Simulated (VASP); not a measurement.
Output of a VASP run:

### OSZICAR
```
       N       E                     dE             d eps       ncg     rms          rms(c)
DAV:   1     0.500877250027E+03    0.50088E+03   -0.24176E+04   960   0.209E+03
DAV:   2     0.186646006365E+01   -0.49901E+03   -0.49020E+03  1136   0.540E+02
DAV:   3    -0.482978676926E+02   -0.50164E+02   -0.49880E+02  1440   0.160E+02
DAV:   4    -0.504334831261E+02   -0.21356E+01   -0.21348E+01  1320   0.301E+01
DAV:   5    -0.505129018823E+02   -0.79419E-01   -0.79416E-01  1392   0.430E+00    0.263E+01
DAV:   6    -0.401780992544E+02    0.10335E+02   -0.67952E+01  1456   0.744E+01    0.158E+01
DAV:   7    -0.401992564839E+02   -0.21157E-01   -0.96578E+00  1176   0.240E+01    0.102E+01
DAV:   8    -0.402051291352E+02   -0.58727E-02   -0.21390E+00  1240   0.154E+01    0.303E+00
DAV:   9    -0.401163745436E+02    0.88755E-01   -0.51173E-01  1208   0.692E+00    0.936E-01
DAV:  10    -0.401209808689E+02   -0.46063E-02   -0.11658E-01  1272   0.244E+00    0.894E-01
DAV:  11    -0.401122890755E+02    0.86918E-02   -0.80539E-02  1400   0.241E+00    0.233E-01
DAV:  12    -0.401117999863E+02    0.48909E-03   -0.34215E-03  1120   0.636E-01    0.103E-01
DAV:  13    -0.401117258348E+02    0.74152E-04   -0.61916E-04  1416   0.205E-01    0.571E-02
DAV:  14    -0.401117277565E+02   -0.19217E-05   -0.97381E-05  1392   0.679E-02    0.191E-02
DAV:  15    -0.401117257009E+02    0.20556E-05   -0.10408E-05  1336   0.308E-02    0.970E-03
DAV:  16    -0.401117250369E+02    0.66402E-06   -0.32560E-06  1016   0.171E-02
   1 F= -.40111725E+02 E0= -.40111725E+02  d E =-.401117E+02
```

### OUTCAR
```
------------------------ aborting loop because EDIFF is reached ----------------------------------------
  FORCE on cell =-STRESS in cart. coord.  units (eV):
  Direction    XX          YY          ZZ          XY          YZ          ZX
  --------------------------------------------------------------------------------------
  Total       -0.0089373     -0.0089373     -0.0089373      0.0000000      0.0000000      0.0000000
  in kB       -0.2342197     -0.2342197     -0.2342197      0.0000000      0.0000000      0.0000000
  external PRESSURE =      -0.2342197 kB  Pullay stress =       0.0000000 kB
  volume of cell :       61.14
      direct lattice vectors                 reciprocal lattice vectors
     3.939403869  0.000000000  0.000000000     0.253845514  0.000000000  0.000000000
     0.000000000  3.939403869  0.000000000     0.000000000  0.253845514  0.000000000
     0.000000000  0.000000000  3.939403869     0.000000000  0.000000000  0.253845514
 POSITION                                       TOTAL-FORCE (eV/Angst)
 -----------------------------------------------------------------------------------
      0.00000      0.00000      0.00000         0.000000      0.000000      0.000000
      1.96970      1.96970      1.96970         0.000000      0.000000      0.000000
      1.96970      0.00000      1.96970         0.000000      0.000000      0.000000
      0.00000      1.96970      1.96970         0.000000      0.000000      0.000000
      1.96970      1.96970      0.00000         0.000000      0.000000      0.000000
 -----------------------------------------------------------------------------------
    total drift:                                0.000000     -0.000000     -0.000000
  FREE ENERGIE OF THE ION-ELECTRON SYSTEM (eV)
  ---------------------------------------------------
  free  energy   TOTEN  =       -40.1117250369 eV

  energy  without entropy=      -40.1117250369  energy(sigma->0) =      -40.11172504

 reached required accuracy - stopping structural energy minimisation
```
(Selected blocks of OUTCAR.)

**POSCAR**
```
SrTiO3
1
    3.9394038694     0.0000000000     0.0000000000
    0.0000000000     3.9394038694     0.0000000000
   -0.0000000000    -0.0000000000     3.9394038694
Sr Ti O
1 1 3
Direct
  0.0000000000   0.0000000000   0.0000000000
  0.5000000000   0.5000000000   0.5000000000
  0.5000000000   0.0000000000   0.5000000000
  0.0000000000   0.5000000000   0.5000000000
  0.5000000000   0.5000000000   0.0000000000
```

Question: Write an INCAR and KPOINTS that could have produced this output.

Answer: Several could match; the one computed here: the input of the run itself, PBE GGA, plane waves, VASP's PBE PAW potentials (set 64).

**INCAR**
```
! general
SYSTEM  = SrTiO3
PREC    = Accurate
ENCUT   = 620
LREAL   = .FALSE.
LASPH   = .TRUE.

! electronic loop
EDIFF   = 1E-6   ! SCF stop (eV)
NELM    = 100   ! most electronic steps
ALGO    = Normal   ! blocked Davidson
LMAXMIX = 4

! smearing
ISMEAR  = 0
SIGMA   = 0.05   ! width (eV)

! functional
GGA     = PE

! ions
IBRION  = 2   ! conjugate gradients
NSW     = 40   ! most ionic steps
ISIF    = 3
EDIFFG  = -0.02

! output
LWAVE   = .FALSE.
LCHARG  = .FALSE.
```

### KPOINTS
```
Automatic mesh
0
Gamma
6 6 6
0 0 0
```

POTCAR, in this order: Sr_sv Ti_sv O (PBE.64 set). Program: vasp_std.

The compound is SrTiO3 in the cubic perovskite structure, the ideal cubic form; the compound distorts at low or room temperature. It was relaxed first.
